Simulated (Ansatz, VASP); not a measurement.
# Cross-check of AlGaN2 between VASP and Ansatz, part 2 of 2

One calculation is typed for both programs; each brings its own data sets. How far apart do they land? The cell is taken from a series of runs on this material, whose earlier steps may have relaxed, scaled, displaced or heated it; both programs get it as it stands.

VASP 6.6.1 and Ansatz 0.2.0.

So far: The starting structure; VASP: zone-centre phonons, LDA.

### 2. VASP: zone-centre phonons, LDA (continued)

Level of this step: LDA; plane waves and PAW (Al, Ga_d, N) (VASP).

Numbers of over 12 decimals in the logs are rounded to 6 here.

OUTCAR, selected parts (step 2):

```text
NELECT = 26.24

 ion  position               nearest neighbor table
   1  0.000  0.000  0.999-   4 1.88   3 1.89   3 1.89   3 1.89   2 3.09   2 3.09   2 3.09   2 3.11
                             2 3.11   2 3.11
   2  0.667  0.333  0.497-   4 1.92   4 1.92   4 1.92   3 1.94   1 3.09   1 3.09   1 3.09   1 3.11
                             1 3.11   1 3.11
   3  0.667  0.333  0.113-   1 1.89   1 1.89   1 1.89   2 1.94
   4  0.000  0.000  0.627-   1 1.88   2 1.92   2 1.92   2 1.92

  LATTYP: Found a hexagonal cell.
 ALAT       =     3.1191540346
 C/A-ratio  =     1.6199580051

 Subroutine GETGRP returns: Found  6 space group operations
 (whereof  6 operations were pure point group operations)

The static configuration has the point symmetry C_3v.

 Found    131 irreducible k-points:

   k-points           NKPTS =    131   k-points in BZ     NKDIM =    131   number of bands    NBANDS=     19

   dimension x,y,z NGX =    28 NGY =   28 NGZ =   40
   dimension x,y,z NGXF=    56 NGYF=   56 NGZF=   80

   ENCUT  =  600.0 eV  44.10 Ry    6.64 a.u.   6.23  6.23 10.09*2*pi/ulx,y,z

 k-points in reciprocal lattice and weights: Automatic mesh
   0.00000000  0.00000000  0.00000000       0.001
   0.08333333 -0.00000000  0.00000000       0.005
   0.16666667 -0.00000000  0.00000000       0.005
   0.25000000 -0.00000000  0.00000000       0.005
   0.33333333 -0.00000000  0.00000000       0.005
   0.41666667 -0.00000000  0.00000000       0.005
   0.50000000 -0.00000000  0.00000000       0.003
   0.08333333  0.08333333  0.00000000       0.005
   0.16666667  0.08333333  0.00000000       0.010
[...]
0.33333333  0.25000000  0.50000000       0.010
   0.33333333  0.33333333  0.50000000       0.002

 average (electrostatic) potential at core
       1 -70.4491       2 -63.7558       3 -60.5339       4 -60.6682

  Total        3.6789978      3.6789978      4.4270146     -0.0000000      0.0000000      0.0000000
  in kB      138.4507315    138.4507315    166.6006457     -0.0000000      0.0000000      0.0000000
  external PRESSURE =     147.8340362 kB  Pullay stress =       0.0000000 kB

  energy-cutoff  :      600.00
  volume of cell :       42.57
      direct lattice vectors                 reciprocal lattice vectors
     3.119154035 -0.000000286  0.000000000     0.320599766  0.185098322  0.000000000
    -1.559576769  2.701266775  0.000000000     0.000000034  0.370196703  0.000000000
     0.000000000  0.000000000  5.052898547     0.000000000  0.000000000  0.197906210

 POSITION                                       TOTAL-FORCE (eV/Angst)
 -----------------------------------------------------------------------------------
      0.00000      0.00000      5.05034        -0.000000     -0.000000     -0.166816
      1.55958      0.90042      2.51220         0.000000      0.000000      0.051876
      1.55958      0.90042      0.57031        -0.000000     -0.000000     -0.109876
      0.00000      0.00000      3.16745        -0.000000      0.000000      0.224816
 -----------------------------------------------------------------------------------
    total drift:                               -0.000000      0.000000      0.000530

 Eigenvectors and eigenvalues of the dynamical matrix
 ----------------------------------------------------

   1 f  =   20.234805 THz   127.139028 2PiTHz  674.960434 cm-1    83.684391 meV
             X         Y         Z           dx          dy          dz
      0.000000  0.000000  5.050340     0.000000   -0.000000   -0.286261
      1.559577  0.900422  2.512203     0.000000   -0.000000    0.003076
      1.559577  0.900422  0.570309    -0.000000    0.000000   -0.453516
      0.000000  0.000000  3.167450    -0.000000    0.000000    0.844019

   2 f  =   19.431112 THz   122.089276 2PiTHz  648.152121 cm-1    80.360585 meV
             X         Y         Z           dx          dy          dz
      0.000000  0.000000  5.050340     0.512865   -0.266136    0.000000
      1.559577  0.900422  2.512203     0.030153   -0.015647    0.000000
      1.559577  0.900422  0.570309    -0.721505    0.374404   -0.000000
      0.000000  0.000000  3.167450    -0.057792    0.029990   -0.000000

   3 f  =   19.431112 THz   122.089276 2PiTHz  648.152121 cm-1    80.360585 meV
             X         Y         Z           dx          dy          dz
      0.000000  0.000000  5.050340    -0.266136   -0.512865   -0.000000
      1.559577  0.900422  2.512203    -0.015647   -0.030153    0.000000
      1.559577  0.900422  0.570309     0.374404    0.721505    0.000000
      0.000000  0.000000  3.167450     0.029990    0.057792   -0.000000

   4 f  =   17.710807 THz   111.280285 2PiTHz  590.768945 cm-1    73.245981 meV
             X         Y         Z           dx          dy          dz
      0.000000  0.000000  5.050340     0.000000    0.000000   -0.540105
      1.559577  0.900422  2.512203    -0.000000   -0.000000   -0.129758
      1.559577  0.900422  0.570309    -0.000000   -0.000000    0.794817
      0.000000  0.000000  3.167450     0.000000    0.000000    0.244367

   5 f  =   17.190698 THz   108.012343 2PiTHz  573.419972 cm-1    71.094984 meV
             X         Y         Z           dx          dy          dz
      0.000000  0.000000  5.050340    -0.010300    0.005345   -0.000000
      1.559577  0.900422  2.512203     0.339985   -0.176426   -0.000000
      1.559577  0.900422  0.570309     0.072301   -0.037519    0.000000
      0.000000  0.000000  3.167450    -0.816654    0.423781    0.000000

   6 f  =   17.190698 THz   108.012343 2PiTHz  573.419972 cm-1    71.094984 meV
             X         Y         Z           dx          dy          dz
      0.000000  0.000000  5.050340     0.005345    0.010300    0.000000
      1.559577  0.900422  2.512203    -0.176426   -0.339985    0.000000
      1.559577  0.900422  0.570309    -0.037519   -0.072301   -0.000000
      0.000000  0.000000  3.167450     0.423781    0.816654   -0.000000

   7 f  =   12.161223 THz    76.411218 2PiTHz  405.654736 cm-1    50.294755 meV
             X         Y         Z           dx          dy          dz
      0.000000  0.000000  5.050340     0.000000   -0.000000    0.640264
      1.559577  0.900422  2.512203     0.000000   -0.000000   -0.651293
      1.559577  0.900422  0.570309     0.000000   -0.000000    0.224219
      0.000000  0.000000  3.167450    -0.000000    0.000000    0.340007

   8 f  =    5.015055 THz    31.510519 2PiTHz  167.284226 cm-1    20.740591 meV
             X         Y         Z           dx          dy          dz
      0.000000  0.000000  5.050340    -0.595316    0.308938   -0.000000
      1.559577  0.900422  2.512203     0.480266   -0.249233   -0.000000
      1.559577  0.900422  0.570309    -0.416757    0.216275   -0.000000
      0.000000  0.000000  3.167450     0.170553   -0.088508   -0.000000

   9 f  =    5.015055 THz    31.510519 2PiTHz  167.284226 cm-1    20.740591 meV
             X         Y         Z           dx          dy          dz
      0.000000  0.000000  5.050340     0.308938    0.595316    0.000000
      1.559577  0.900422  2.512203    -0.249233   -0.480266    0.000000
      1.559577  0.900422  0.570309     0.216275    0.416757    0.000000
      0.000000  0.000000  3.167450    -0.088508   -0.170553    0.000000

  10 f/i=    0.001728 THz     0.010859 2PiTHz    0.057647 cm-1     0.007147 meV
             X         Y         Z           dx          dy          dz
      0.000000  0.000000  5.050340    -0.443689    0.138933    0.000001
      1.559577  0.900422  2.512203    -0.713729    0.223491    0.000001
      1.559577  0.900422  0.570309    -0.319595    0.100075    0.000000
      0.000000  0.000000  3.167450    -0.319834    0.100150    0.000000

  11 f/i=    0.001728 THz     0.010859 2PiTHz    0.057647 cm-1     0.007147 meV
             X         Y         Z           dx          dy          dz
      0.000000  0.000000  5.050340    -0.138933   -0.443689    0.000003
      1.559577  0.900422  2.512203    -0.223491   -0.713729    0.000004
      1.559577  0.900422  0.570309    -0.100075   -0.319595    0.000002
      0.000000  0.000000  3.167450    -0.100150   -0.319834    0.000002

  12 f/i=    0.001729 THz     0.010862 2PiTHz    0.057665 cm-1     0.007149 meV
             X         Y         Z           dx          dy          dz
      0.000000  0.000000  5.050340     0.000001    0.000002    0.465192
      1.559577  0.900422  2.512203     0.000002    0.000004    0.747643
      1.559577  0.900422  0.570309     0.000001    0.000002    0.335134
      0.000000  0.000000  3.167450     0.000001    0.000002    0.335129

 ELASTIC MODULI CONTR FROM IONIC RELAXATION (kBar)
 Direction    XX          YY          ZZ          XY          YZ          ZX
 --------------------------------------------------------------------------------
 XX        -730.4986    274.3640    422.7977      0.0000      9.7724      0.0000
 YY         274.3640   -730.4986    422.7977      0.0000     -9.7724     -0.0000
 ZZ         422.7977    422.7977   -807.3627     -0.0000      0.0000      0.0000
 XY           0.0000      0.0000     -0.0000   -502.4313     -0.0000      8.9213
 YZ           9.7724     -9.7724      0.0000     -0.0000   -201.7959      0.0000
 ZX           0.0000     -0.0000      0.0000      8.9213      0.0000   -223.3830
 --------------------------------------------------------------------------------
```

The cell is charged against a uniform background.

### 3. Ansatz: zone-centre phonons, LDA

Ansatz runs on its default PAW (the set named soft_2) files.

The same cell, functional (in two slightly different forms), mesh and smearing now go to Ansatz, which takes its cutoff from its data sets.

input.yaml reads:

```yaml
crystal:
  lattice:
    - [3.1191540346, -2.863e-07, 0.0]
    - [-1.5595767694, 2.7012667754, 0.0]
    - [0.0, 0.0, 5.0528985475]
  atoms:
    - { symbol: Al, position: [0.0, 0.0, 0.9994937145] }
    - { symbol: Ga, position: [0.6666666667, 0.3333333333, 0.4971805407] }
    - { symbol: "N", position: [0.6666666667, 0.3333333333, 0.11286767] }
    - { symbol: "N", position: [0.0, 0.0, 0.6268580748] }
total_charge: -0.24
kpoints:
  mp_grid: { grid: [12, 12, 8] }
hamiltonian:
  xc: lda
scf:
  occupations: { method: fermi_dirac, width: 0.026 }
  n_extra_bands: 10
output:
  eigenvalues: true
phonons:
  method: dfpt
```

Started as:

```
> ansatz run input.yaml --threads 4 --pin off --max-ram 8192MiB --backend cpu --events-out ev --progress --plain --runs-dir out
```

What it wrote:

```text
scf.n_extra_bands = 10 over 14 filled bands (N_el = 26.2): the run solves 24 bands
Engine: ansatz 0.2.0, aarch64-unknown-linux-gnu
Pseudopotentials: kind: paw
Pseudopotential: Al, paw, valence charge 3, recommended cutoff 420 eV (normal), Al.paw.azcp
Pseudopotential: Ga, paw, valence charge 13, recommended cutoff 420 eV (normal), Ga.paw.azcp
Pseudopotential: N, paw, valence charge 5, recommended cutoff 420 eV (normal), N.paw.azcp
Functional definition: SPW92
  exchange = slater_x
  correlation = pw_c
Crystal: 4 atoms, lattice volume = 42.574 Å³
Basis set: ecut = 420 eV, 833 PW (Γ), exchange–correlation on 48×48×72 points (8 copies of the dense FFT grid, shifted against one another)
Bands: 24, of which v1, the nominal top of the filled ones, is band 13 counted from 1 (12 counted from 0)
Symmetry: 6 space group operations
k-points: 320 of 1152 (irreducible under 2 space group operations, time reversal used)
Non-local potential: Al, projectors of the file, l = 0: 2, l = 1: 2, l = 2: 1
Non-local potential: Ga, projectors of the file, l = 0: 2, l = 1: 2, l = 2: 3, l = 3: 1
Non-local potential: N, projectors of the file, l = 0: 2, l = 1: 2, l = 2: 1
PAW form: soft (Blöchl's): semilocal exchange-correlation on the pseudo side does not see the compensation charge
PAW frozen core: Al, regenerated for the run's functional, and the local potential with it (the file was generated under x = pbe(κ = 0.804, μ = 0.219515), c = pbe(β = 0.066725))
PAW frozen core: Ga, regenerated for the run's functional, and the local potential with it (the file was generated under x = pbe(κ = 0.804, μ = 0.219515), c = pbe(β = 0.066725))
PAW frozen core: N, regenerated for the run's functional, and the local potential with it (the file was generated under x = pbe(κ = 0.804, μ = 0.219515), c = pbe(β = 0.066725))
PAW one-centre angular grid: Al, 110 points (default); XC on 64 Gauss nodes
PAW one-centre angular grid: Ga, 590 points (default); XC on 64 Gauss nodes
PAW one-centre angular grid: N, 110 points (default); XC on 64 Gauss nodes
Initial density: superposition of atomic densities (neutral atoms scaled as one to the charged cell's electrons: chi_scale 0, normalization atom), corrected by the library's trained network
Initial wavefunctions: pseudopotential atomic-orbital guess
Functional: x = slater, c = lda
SCF iter   1: F=—  HF=-4969.040254 eV  |F-HF|=—  |Δ(HF+E_count)|=         —  Δρ=4.23e-2  dr2=5.55e-1  ethr=1.77e-3  ⟨swp⟩=5.6  Hψ=36983  notcnv=0  defer=48
preconditioner: auto → Kerker (q_TF=auto, 2.517 Å⁻¹)  [metal: Δε(μ)=0.007 eV  Ē_g=18.971 eV  σ=0.026 eV  W_gap=0.06  n_scr=10 (ndim 8)  ℏωp=29.2 eV  f_vac=0.000  D(μ)=1.02/eV (n_scr^D=2)]
SCF iter   2: F=—  HF=-4968.868444 eV  |F-HF|=—  |Δ(HF+E_count)|=   1.72e-1  Δρ=1.32e-2  dr2=9.14e-2  ethr=1.77e-3  ⟨swp⟩=2.0  Hψ=16410  notcnv=0  defer=847
SCF iter   3: F=—  HF=-4968.834937 eV  |F-HF|=—  |Δ(HF+E_count)|=   3.35e-2  Δρ=7.17e-3  dr2=3.45e-2  ethr=3.48e-4  ⟨swp⟩=2.0  Hψ=13063  notcnv=0  defer=850
SCF iter   4: F=—  HF=-4968.826179 eV  |F-HF|=—  |Δ(HF+E_count)|=   8.76e-3  Δρ=2.63e-3  dr2=6.52e-3  ethr=1.32e-4  ⟨swp⟩=2.0  Hψ=12977  notcnv=0  defer=850
SCF iter   5: F=—  HF=-4968.825286 eV  |F-HF|=—  |Δ(HF+E_count)|=   8.93e-4  Δρ=1.20e-3  dr2=1.01e-3  ethr=2.49e-5  ⟨swp⟩=2.0  Hψ=13105  notcnv=0  defer=850
SCF iter   6: F=—  HF=-4968.824940 eV  |F-HF|=—  |Δ(HF+E_count)|=   3.46e-4  Δρ=2.90e-4  dr2=9.06e-5  ethr=3.83e-6  ⟨swp⟩=2.4  Hψ=9272  notcnv=0  defer=850
SCF iter   7: F=—  HF=-4968.824925 eV  |F-HF|=—  |Δ(HF+E_count)|=   1.48e-5  Δρ=1.90e-4  dr2=1.40e-5  ethr=3.45e-7  ⟨swp⟩=2.1  Hψ=9121  notcnv=0  defer=850
SCF iter   8: F=—  HF=-4968.824920 eV  |F-HF|=—  |Δ(HF+E_count)|=   5.46e-6  Δρ=5.78e-5  dr2=3.64e-6  ethr=5.33e-8  ⟨swp⟩=2.1  Hψ=8905  notcnv=0  defer=850
SCF iter   9: F=—  HF=-4968.824921 eV  |F-HF|=—  |Δ(HF+E_count)|=   6.19e-7  Δρ=1.58e-5  dr2=3.38e-7  ethr=1.39e-8  ⟨swp⟩=1.1  Hψ=6910  notcnv=0  defer=850
SCF iter  10: F=—  HF=-4968.824920 eV  |F-HF|=—  |Δ(HF+E_count)|=   7.84e-8  Δρ=4.88e-6  dr2=2.28e-8  ethr=1.29e-9  ⟨swp⟩=1.3  Hψ=7893  notcnv=0  defer=850
SCF iter  11: F=—  HF=-4968.824920 eV  |F-HF|=—  |Δ(HF+E_count)|=   4.65e-9  Δρ=2.66e-6  dr2=3.09e-9  ethr=8.71e-11  ⟨swp⟩=2.9  Hψ=11224  notcnv=0  defer=850
SCF iter  12: F=—  HF=-4968.824920 eV  |F-HF|=—  |Δ(HF+E_count)|=   1.26e-9  Δρ=4.64e-7  dr2=1.36e-10  ethr=1.18e-11  ⟨swp⟩=2.0  Hψ=10887  notcnv=0  defer=850
SCF iter  13: F=—  HF=-4968.824920 eV  |F-HF|=—  |Δ(HF+E_count)|=  1.09e-11  Δρ=1.64e-7  dr2=1.61e-11  ethr=1.00e-12  ⟨swp⟩=1.0  Hψ=6836  notcnv=0  defer=850
SCF iter  14: F=-4968.824920 eV  HF=-4968.824920 eV  |F-HF|=0.00e0  |Δ(HF+E_count)|=    0.00e0  Δρ=2.68e-8  dr2=5.09e-13  ethr=1.00e-12  ⟨swp⟩=8.8  Hψ=34718  notcnv=0
SCF 1 converged in 14 iterations: F = -4968.824920 eV  dr2 = 5.09e-13
  greatest PAW one-centre occupation: 0.996 electrons in one spin orbital (limit 2), on the Ga atom at site 1 (counted from 0), in its partial waves of l = 2
DFPT response loops at Γ: preconditioner auto → Kerker (q_TF=auto, 2.517 Å⁻¹) (partly filled bands, converged f_vac=0.000); β = 1.00, the filter's whole step (`scf.mixing.beta` (0.50) is not read by the response loops under this deck's `scf.mixing.preconditioner`; to damp them name `kerker` or `kerker_dos`, under which they read `scf.mixing.beta`, and type it under 1.00, their step now; both keys bind the ground state too); Broyden in place of MSR1
SCF converged after 14 iterations
Free energy (F): -4968.824920 eV
Harris-Foulkes:  -4968.824920 eV  (|F-HF|=0.00e0)
Internal energy: -4968.823393 eV  (E = F + TS)
E sigma→0 (E₀):  -4968.824157 eV
Entropy (-TS):   -0.001527 eV (-0.382 meV/atom)
Fermi energy:    13.224530 eV
--- Per-component energies (eV) ---
  E_band       = 3.231443
  E_kinetic    = 412.204572
  E_local      = -2546.127317  (includes V_loc(G=0)·N_el)
  E_nonlocal   = 536.205050
  E_hartree    = 1156.036391
  E_xc         = -232.068730
  E_vxc        = -246.434527  (∫ρ·V_xc dr)
  E_paw        = -2596.711581  (= ΣΔE_a)
  E_vpaw       = -464.689167  (= ΣTr[D̂ρ^β])
  E_aug_tail   = 0.000068  (compensation charges beyond the density's cutoff)
  E_ewald      = -1700.306131
  E_core_change = 1.944285  (= ΣΔE_core)
  E_smearing   = -0.001527  (= −TS)
  E_closure    = 0.000000  (closes the sum)
  E_deformation_potential = -4.339884  (in the stress; not in F)
  Σ components = -4968.824920   (vs F -4968.824920, Δ=0.00e0)
--- Band table (eV; the first three rows and the last of 320) ---
  k-point 0: bands = [... 9 lower, 7.3675, 8.4268, 8.5647, 8.5647, 11.5886, 14.1055, 18.2544, 19.0124, ... 7 higher]
  k-point 1: bands = [... 9 lower, 7.3912, 8.0335, 8.5391, 8.5391, 11.9145, 14.1460, 18.1513, 18.9949, ... 7 higher]
  k-point 2: bands = [... 9 lower, 7.4538, 7.4538, 8.4717, 8.4717, 12.5894, 14.2387, 17.8924, 18.9797, ... 7 higher]
  k-point 319: bands = [... 9 lower, 5.1025, 5.2468, 7.0114, 7.2305, 14.3890, 14.8903, 16.5997, 17.1976, ... 7 higher]
--- Phonons (Γ-DFPT): 8 representative perturbations + reference, on 320 of 1152 k-points (Σ response iterations 26) ---
  k mesh reduced under 2 symmetry operations, with k and −k counted as one. Each operation leaves every solved perturbation unchanged. A smaller set is not used because it would not reduce the number of displacements times k-points to solve
  ASR residual: 2.726e-5 → 0.000e0 eV/Å²; symmetrization residual: 3.335e-5 eV/Å²
  ASR residual per site (eV/Å²): 1.87e-5 1.82e-6 1.53e-5 2.73e-5
  Γ frequencies (cm⁻¹): 0.00 0.00 0.00 167.91 167.91 403.55 568.81 568.81 586.17 642.14 642.14 670.43
  non-analytic LO–TO correction: not included (Born effective charges unavailable; polar crystals: no LO–TO splitting at Γ)
```

Reading the cycles: dr2 is the Hartree energy of the density residual (eV), the measure of convergence; HF is the Harris–Foulkes estimate of the energy, which meets the free energy F at convergence.

### 4. Comparison

Known differences besides the potentials themselves: the cutoff is 420 eV in Ansatz and 600 eV in VASP; VASP's log shows a relativistic correction to its local exchange, Ansatz's none. Total energies have different zeros and are not compared.

Both answers:

```csv
quantity,Ansatz,VASP,difference
optical mode 1 to 2 (cm⁻¹),167.9,167.3,+0.37 %
optical mode 3 (cm⁻¹),403.6,405.7,-0.52 %
optical mode 4 to 5 (cm⁻¹),568.8,573.4,-0.80 %
optical mode 6 (cm⁻¹),586.2,590.8,-0.78 %
optical mode 7 to 8 (cm⁻¹),642.1,648.2,-0.93 %
optical mode 9 (cm⁻¹),670.4,675.0,-0.67 %
```

Modes are paired by rising frequency, not by their patterns, so a pair may set unlike modes beside each other; they are those without the splitting of longitudinal modes. The cell carries a charge of -0.24 e against a uniform background, so its pressure also hangs on how the neutralising background is counted, and in a defect's cell a gap may be the spacing between its levels.

### 5. Results

```json
{"r.m.s. difference of the optical zone-centre modes, each program's sorted by frequency (zone-centre phonons, LDA)": "4.2 cm⁻¹", "difference in optical mode 7 to 8 (zone-centre phonons, LDA)": "-0.9 %"}
```

The r.m.s. difference of the optical zone-centre modes, each program's sorted by frequency is 4.2 cm⁻¹ (zone-centre phonons, LDA). Among the rows given in per cent, the largest difference of the zone-centre phonons, LDA pair is in optical mode 7 to 8, -0.9 %. Such differences can come from data sets, numerical settings and the points named under the comparisons, not from the functional's error against experiment.

[Lines on the potential files, build, host, timing and source positions are cut from VASP's logs without a mark.]

[Logs are printed without paths, hosts, clocks, repeated set-up lines and the standing remarks that a program may print on its own settings, such as how far it seeks lower states.]

[Hosts, paths, dates, database ids (printed as entryN), source tags and the programs' standing remarks are cut or masked in the printed files.]
